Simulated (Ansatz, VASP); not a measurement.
# One calculation of CsLiCr2Te2S3, two programs

```xyz
9
Lattice="3.3518 -5.0749 0.0077 3.3518 5.0749 0.0077 -2.8448 0.0000 7.2792" Properties=species:S:1:pos:R:3 pbc="T T T"
Cs    0.6041    0.0000    0.0635
Li    2.3725    0.0000    4.0371
Cr    0.1692    2.0863    4.0651
Cr    0.1692   -2.0863    4.0651
Te    3.9953    1.5667    2.1246
Te    3.9953   -1.5667    2.1246
S     1.9640   -2.1038    5.3484
S     1.9640    2.1038    5.3484
S     0.0588    0.0000    3.5243
```

Change from the starting cell: volume scaled by 0.94.

Alike in both runs: task single point; functional PBE; k mesh 5 × 5 × 4; occupations fermi-dirac, width 0.05 eV; collinear spin, ferromagnetic start.

|  | VASP | Ansatz |
| --- | --- | --- |
| version | VASP 6.6.1 | Ansatz 0.2.0 |
| potentials or method | VASP PAW PBE potentials, release 64 (Cs_sv, Li_sv, Cr_pv, Te, S) | Ansatz PAW |
| plane-wave cutoff (eV) | 520 | 420 |
| valence electrons in the cell | 66 | 90 |

```tsv
	VASP	Ansatz	Ansatz less VASP
gap on the k mesh at the Fermi level (eV)	none	none	-
rms of the force components (eV/Å)	0.223	0.224	+0.0006
net moment per atom (μB)	0.44	0.44	0.000
size of the moment on the site where the two differ most (μB)	2.14	1.88	-0.262
```

Site moments also hang on the region over which each program counts them. Atom by atom the forces differ by 0.004 eV/Å (rms over components). A gap of «none» marks a metal or a gap that the smearing closes. With one functional, cell and mesh, what is left measures potentials, basis and numerics. The two sets of potentials don't hold the same shells in valence.

Caveats: only a ferromagnetic start was run, and an antiferromagnetic order may lie lower in energy. The runs have no spin-orbit coupling, so splittings on Cs, Te are missing.
